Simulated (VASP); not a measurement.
```xyz
2
Lattice="0.0000 3.1264 3.1264 3.1264 0.0000 3.1264 3.1264 3.1264 0.0000" Properties=species:S:1:pos:R:3 pbc="T T T"
Na     0.0000     0.0000     0.0000
I      3.1264     3.1264     3.1264
```

Computed with LDA (Ceperley-Alder, Perdew-Zunger), VASP's LDA PAW potentials (set 64) (plane waves; VASP 6.6.1). Settings: 400 eV cut-off, 7×7×7 Γ-centred mesh, Gaussian smearing of 0.050 eV, potentials Na_pv I.

Unless said otherwise, spin-orbit coupling is left out, though it shifts the bands of the heavy elements here.

**Question.** Estimate the energy per atom (σ→0), band gap (on the k-mesh) with the smallest direct gap where there is one.

**Answer.** 
The band gap (on the k-mesh) is 3.64 eV, the smallest direct gap (on the k-mesh) is 3.64 eV and the energy per atom (σ→0) comes out as -3.008 eV/atom.

The absolute energy has meaning only against runs of the same code, potentials and settings.

The structure comes from a computed database's NaI entry (Fm-3m); how it stands against other phases isn't given here. It was relaxed first, which changed the volume by -8 %. The start is the result of an earlier pass.
